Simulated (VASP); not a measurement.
# BN (Qingsongite): GW quasiparticle gap, part 2 of 8

Wanted: how far GW moves the Kohn-Sham levels of BN (Qingsongite). The cell is of the zinc-blende type, one of the forms listed for this formula. The start is a cell from a database of measured crystal structures.

VASP 6.6.1, plane waves and PAW; the level of theory is named at each step.

So far, gap on the k-mesh (eV): step 2 (empty bands, functional PBE) 4.46.

### 3. evGW0

This step: evGW0 on PBE; plane waves and PAW (N_GW, B_GW) (VASP 6.6.1).

The lowest NBANDSGW levels in G are updated for four passes while W stays fixed, so the result depends less on the starting levels.

The input, INCAR:

```
SYSTEM = BN
PREC = Accurate
ENCUT = 450
ISMEAR = 0
SIGMA = 0.01
LREAL = .FALSE.
GGA = PE
NBANDS = 80
ALGO = EVGW0
NELMGW = 4
ENCUTGW = 200
NOMEGA = 64
PRECFOCK = Fast
NBANDSGW = 16
LWAVE = .FALSE.
LCHARG = .FALSE.
```

The input, POSCAR:

```
BN
1.0
    0.0000000000      1.8075000000      1.8075000000
    1.8075000000      0.0000000000      1.8075000000
    1.8075000000      1.8075000000      0.0000000000
N B
1 1
Direct
    0.7500000000      0.7500000000      0.7500000000
    0.0000000000      0.0000000000      0.0000000000
```

The input, KPOINTS:

```
Automatic mesh
0
Gamma
6 6 6
0 0 0
```

The projector-augmented-wave data sets are N_GW and B_GW (PBE family, release 64).

The run is started by

```console
> mpirun -np 8 vasp_std
```

Log:

```text
[banner, memory and clock lines left out]
running    8 mpi-ranks, on    1 nodes
 distrk:  each k-point on    8 cores,    1 groups
 distr:  one band on    1 cores,    8 groups

 POSCAR found type information on POSCAR N B
 POSCAR found :  2 types and       2 ions
 [... a notice as in an earlier step ...]

|                                                                             |
|           W    W    AA    RRRRR   N    N  II  N    N   GGGG   !!!           |
|           W    W   A  A   R    R  NN   N  II  NN   N  G    G  !!!           |
|           W    W  A    A  R    R  N N  N  II  N N  N  G       !!!           |
|           W WW W  AAAAAA  RRRRR   N  N N  II  N  N N  G  GGG   !            |
|           WW  WW  A    A  R   R   N   NN  II  N   NN  G    G                |
|           W    W  A    A  R    R  N    N  II  N    N   GGGG   !!!           |
|                                                                             |
|     The default for ENCUTGWSOFT is different in this version of VASP.       |
|     please manually set ENCUTGWSOFT =200 in the INCAR file.                 |
|                                                                             |

 LDA part: xc-table for (Slater+PW92), standard interpolation
 found WAVECAR, reading the header
 POSCAR, INCAR and KPOINTS ok, starting setup
 FFT: planning ... GRIDC
 FFT: planning ... GRID_SOFT
 FFT: planning ... GRID
 reading WAVECAR
 the WAVECAR file was read successfully
 initial charge from wavefunction
 available memory per node:     46.72 GB, setting MAXMEM to     47842

 The Fermi energy was updated, please check that it is located mid-gap
 values below the HOMO (VB) or above the LUMO (CB) will cause erroneous energies
 E-fermi :   9.6950

 calculate exact exchange contribution
 the WAVEDER file was read successfully
energies w=
    0.000    0.000    0.877    0.000    1.753    0.000    2.624    0.000
    3.489    0.000    4.348    0.000    5.197    0.000    6.037    0.000
    6.866    0.000    7.684    0.000    8.491    0.000    9.287    0.000
   10.071    0.000   10.845    0.000   11.610    0.000   12.365    0.000
   13.113    0.000   13.854    0.000   14.589    0.000   15.320    0.000
   16.049    0.000   16.776    0.000   17.504    0.000   18.233    0.000
   18.967    0.000   19.707    0.000   20.454    0.000   21.212    0.000
   21.982    0.000   22.766    0.000   23.568    0.000   24.391    0.000
   25.238    0.000   26.112    0.000   27.017    0.000   27.959    0.000
   28.941    0.000   29.970    0.000   31.053    0.000   32.195    0.000
   33.409    0.000   34.701    0.000   36.085    0.000   37.575    0.000
   39.187    0.000   40.941    0.000   42.863    0.000   44.980    0.000
   47.330    0.000   49.959    0.000   52.924    0.000   56.300    0.000
   60.182    0.000   64.699    0.000   70.026    0.000   76.403    0.000
   84.178    0.000   93.864    0.000  106.258    0.000  122.667    0.000
  145.386    0.000  178.867    0.000  233.013    0.000  335.218    0.000
 responsefunction array rank=      88
 LDA part: xc-table for (Slater+PW92), standard interpolation

 min. memory requirement per mpi rank     76.1 MB, per node    608.9 MB

 allocating   8 responsefunctions rank=    88
 shmem allocating  64 responsefunctions rank=    88
 response function shared by NCSHMEM nodes    1
 Doing            8  frequencies on each core in blocks of           64
NQ=   1    0.0000    0.0000    0.0000,
|.........|.........|.........|.........|.........|.........|.........|.........
 performed        172000 updates of chi_q(r,r)
 total number of BLAS operations          5.82 Gflops
NQ=   2    0.1667    0.0000    0.0000,
|.........|.........|.........|.........|.........|.........|.........|.........
 performed        518000 updates of chi_q(r,r)
 total number of BLAS operations         17.53 Gflops
NQ=   3    0.3333    0.0000    0.0000,
|.........|.........|.........|.........|.........|.........|.........|.........
 performed        864000 updates of chi_q(r,r)
 total number of BLAS operations         32.70 Gflops
NQ=   4    0.5000    0.0000    0.0000,
|.........|.........|.........|.........|.........|.........|.........|.........
 performed       1148000 updates of chi_q(r,r)
 total number of BLAS operations         45.87 Gflops
NQ=   5    0.1667    0.1667    0.0000,
|.........|.........|.........|.........|.........|.........|.........|.........
 performed       1494000 updates of chi_q(r,r)
 total number of BLAS operations         60.23 Gflops
NQ=   6    0.3333    0.1667    0.0000,
|.........|.........|.........|.........|.........|.........|.........|.........
 performed       2060000 updates of chi_q(r,r)
 total number of BLAS operations         85.73 Gflops
NQ=   7    0.5000    0.1667    0.0000,
|.........|.........|.........|.........|.........|.........|.........|.........
 performed       2626000 updates of chi_q(r,r)
 total number of BLAS operations        113.30 Gflops
NQ=   8   -0.3333    0.1667    0.0000,
|.........|.........|.........|.........|.........|.........|.........|.........
 performed       3192000 updates of chi_q(r,r)
 total number of BLAS operations        140.88 Gflops
NQ=   9   -0.1667    0.1667    0.0000,
|.........|.........|.........|.........|.........|.........|.........|.........
 performed       3676000 updates of chi_q(r,r)
 total number of BLAS operations        160.42 Gflops
NQ=  10    0.3333    0.3333    0.0000,
|.........|.........|.........|.........|.........|.........|.........|.........
 performed       4022000 updates of chi_q(r,r)
 total number of BLAS operations        176.42 Gflops
NQ=  11    0.5000    0.3333    0.0000,
|.........|.........|.........|.........|.........|.........|.........|.........
 performed       4588000 updates of chi_q(r,r)
 total number of BLAS operations        202.60 Gflops
NQ=  12   -0.3333    0.3333    0.0000,
|.........|.........|.........|.........|.........|.........|.........|.........
 performed       5072000 updates of chi_q(r,r)
 total number of BLAS operations        228.04 Gflops
NQ=  13    0.5000    0.5000    0.0000,
|.........|.........|.........|.........|.........|.........|.........|.........
 performed       5321000 updates of chi_q(r,r)
 total number of BLAS operations        240.79 Gflops
NQ=  14    0.5000    0.3333    0.1667,
|.........|.........|.........|.........|.........|.........|.........|.........
 performed       5964000 updates of chi_q(r,r)
 total number of BLAS operations        270.52 Gflops
NQ=  15   -0.3333    0.3333    0.1667,
|.........|.........|.........|.........|.........|.........|.........|.........
 performed       6566000 updates of chi_q(r,r)
 total number of BLAS operations        298.35 Gflops
[...]
total number of BLAS operations        298.35 Gflops
NQ=  16   -0.3333    0.5000    0.1667,
|.........|.........|.........|.........|.........|.........|.........|.........
 performed       7053000 updates of chi_q(r,r)
 total number of BLAS operations        320.86 Gflops
 resolving degeneracies of screened two electron integrals

 calculate QP shifts <psi_nk| G(iteration)W_0 |psi_nk>: iteration 2
 allocating   8 responsefunctions rank=    88
 shmem allocating  64 responsefunctions rank=    88
 response function shared by NCSHMEM nodes    1
 Doing            8  frequencies on each core in blocks of           64
NQ=   1    0.0000    0.0000    0.0000,
|.........|.........|.........|.........|.........|.........|.........|.........
 performed        172000 updates of chi_q(r,r)
 total number of BLAS operations          5.82 Gflops
NQ=   2    0.1667    0.0000    0.0000,
|.........|.........|.........|.........|.........|.........|.........|.........
 performed        518000 updates of chi_q(r,r)
 total number of BLAS operations         17.53 Gflops
NQ=   3    0.3333    0.0000    0.0000,
|.........|.........|.........|.........|.........|.........|.........|.........
 performed        864000 updates of chi_q(r,r)
 total number of BLAS operations         32.70 Gflops
NQ=   4    0.5000    0.0000    0.0000,
|.........|.........|.........|.........|.........|.........|.........|.........
 performed       1148000 updates of chi_q(r,r)
 total number of BLAS operations         45.87 Gflops
NQ=   5    0.1667    0.1667    0.0000,
|.........|.........|.........|.........|.........|.........|.........|.........
 performed       1494000 updates of chi_q(r,r)
 total number of BLAS operations         60.23 Gflops
NQ=   6    0.3333    0.1667    0.0000,
|.........|.........|.........|.........|.........|.........|.........|.........
 performed       2060000 updates of chi_q(r,r)
 total number of BLAS operations         85.73 Gflops
NQ=   7    0.5000    0.1667    0.0000,
|.........|.........|.........|.........|.........|.........|.........|.........
 performed       2626000 updates of chi_q(r,r)
 total number of BLAS operations        113.30 Gflops
NQ=   8   -0.3333    0.1667    0.0000,
|.........|.........|.........|.........|.........|.........|.........|.........
 performed       3192000 updates of chi_q(r,r)
 total number of BLAS operations        140.88 Gflops
NQ=   9   -0.1667    0.1667    0.0000,
|.........|.........|.........|.........|.........|.........|.........|.........
 performed       3676000 updates of chi_q(r,r)
 total number of BLAS operations        160.42 Gflops
NQ=  10    0.3333    0.3333    0.0000,
|.........|.........|.........|.........|.........|.........|.........|.........
 performed       4022000 updates of chi_q(r,r)
 total number of BLAS operations        176.42 Gflops
NQ=  11    0.5000    0.3333    0.0000,
|.........|.........|.........|.........|.........|.........|.........|.........
 performed       4588000 updates of chi_q(r,r)
 total number of BLAS operations        202.60 Gflops
NQ=  12   -0.3333    0.3333    0.0000,
|.........|.........|.........|.........|.........|.........|.........|.........
 performed       5072000 updates of chi_q(r,r)
 total number of BLAS operations        228.04 Gflops
NQ=  13    0.5000    0.5000    0.0000,
|.........|.........|.........|.........|.........|.........|.........|.........
 performed       5321000 updates of chi_q(r,r)
 total number of BLAS operations        240.79 Gflops
NQ=  14    0.5000    0.3333    0.1667,
|.........|.........|.........|.........|.........|.........|.........|.........
 performed       5964000 updates of chi_q(r,r)
 total number of BLAS operations        270.52 Gflops
NQ=  15   -0.3333    0.3333    0.1667,
|.........|.........|.........|.........|.........|.........|.........|.........
 performed       6566000 updates of chi_q(r,r)
 total number of BLAS operations        298.35 Gflops
NQ=  16   -0.3333    0.5000    0.1667,
|.........|.........|.........|.........|.........|.........|.........|.........
 performed       7053000 updates of chi_q(r,r)
 total number of BLAS operations        320.86 Gflops
 resolving degeneracies of screened two electron integrals

 calculate QP shifts <psi_nk| G(iteration)W_0 |psi_nk>: iteration 3
 allocating   8 responsefunctions rank=    88
 shmem allocating  64 responsefunctions rank=    88
 response function shared by NCSHMEM nodes    1
 Doing            8  frequencies on each core in blocks of           64
NQ=   1    0.0000    0.0000    0.0000,
|.........|.........|.........|.........|.........|.........|.........|.........
 performed        172000 updates of chi_q(r,r)
 total number of BLAS operations          5.82 Gflops
NQ=   2    0.1667    0.0000    0.0000,
|.........|.........|.........|.........|.........|.........|.........|.........
 performed        518000 updates of chi_q(r,r)
 total number of BLAS operations         17.53 Gflops
NQ=   3    0.3333    0.0000    0.0000,
|.........|.........|.........|.........|.........|.........|.........|.........
 performed        864000 updates of chi_q(r,r)
 total number of BLAS operations         32.70 Gflops
NQ=   4    0.5000    0.0000    0.0000,
|.........|.........|.........|.........|.........|.........|.........|.........
 performed       1148000 updates of chi_q(r,r)
 total number of BLAS operations         45.87 Gflops
NQ=   5    0.1667    0.1667    0.0000,
|.........|.........|.........|.........|.........|.........|.........|.........
 performed       1494000 updates of chi_q(r,r)
 total number of BLAS operations         60.23 Gflops
NQ=   6    0.3333    0.1667    0.0000,
|.........|.........|.........|.........|.........|.........|.........|.........
 performed       2060000 updates of chi_q(r,r)
 total number of BLAS operations         85.73 Gflops
NQ=   7    0.5000    0.1667    0.0000,
|.........|.........|.........|.........|.........|.........|.........|.........
 performed       2626000 updates of chi_q(r,r)
 total number of BLAS operations        113.30 Gflops
NQ=   8   -0.3333    0.1667    0.0000,
|.........|.........|.........|.........|.........|.........|.........|.........
 performed       3192000 updates of chi_q(r,r)
 total number of BLAS operations        140.88 Gflops
NQ=   9   -0.1667    0.1667    0.0000,
|.........|.........|.........|.........|.........|.........|.........|.........
 performed       3676000 updates of chi_q(r,r)
 total number of BLAS operations        160.42 Gflops
NQ=  10    0.3333    0.3333    0.0000,
|.........|.........|.........|.........|.........|.........|.........|.........
 performed       4022000 updates of chi_q(r,r)
 total number of BLAS operations        176.42 Gflops
NQ=  11    0.5000    0.3333    0.0000,
|.........|.........|.........|.........|.........|.........|.........|.........
 performed       4588000 updates of chi_q(r,r)
 total number of BLAS operations        202.60 Gflops
NQ=  12   -0.3333    0.3333    0.0000,
|.........|.........|.........|.........|.........|.........|.........|.........
 performed       5072000 updates of chi_q(r,r)
 total number of BLAS operations        228.04 Gflops
NQ=  13    0.5000    0.5000    0.0000,
|.........|.........|.........|.........|.........|.........|.........|.........
 performed       5321000 updates of chi_q(r,r)
 total number of BLAS operations        240.79 Gflops
NQ=  14    0.5000    0.3333    0.1667,
|.........|.........|.........|.........|.........|.........|.........|.........
 performed       5964000 updates of chi_q(r,r)
 total number of BLAS operations        270.52 Gflops
NQ=  15   -0.3333    0.3333    0.1667,
|.........|.........|.........|.........|.........|.........|.........|.........
 performed       6566000 updates of chi_q(r,r)
 total number of BLAS operations        298.35 Gflops
NQ=  16   -0.3333    0.5000    0.1667,
|.........|.........|.........|.........|.........|.........|.........|.........
 performed       7053000 updates of chi_q(r,r)
 total number of BLAS operations        320.86 Gflops
 resolving degeneracies of screened two electron integrals

 calculate QP shifts <psi_nk| G(iteration)W_0 |psi_nk>: iteration 4
 entering main loop
```

Wall time 46 s (8 MPI ranks of Intel Xeon 6975P-C (Granite Rapids), shared host); peak memory 1.1 GiB.

(Part 2 of 8 ends here.)

[Lines on the potential files, build, host, timing and source positions are cut from VASP's logs without a mark.]

[Logs are printed without paths, hosts, clocks, repeated set-up lines and the standing remarks that a program may print on its own settings, such as how far it seeks lower states.]

[Hosts, paths, dates, database ids (printed as entryN), source tags and the programs' standing remarks are cut or masked in the printed files.]

[Pressures printed for these runs are not shown converged in the cutoff: they can be off by several GPa and have the wrong sign.]
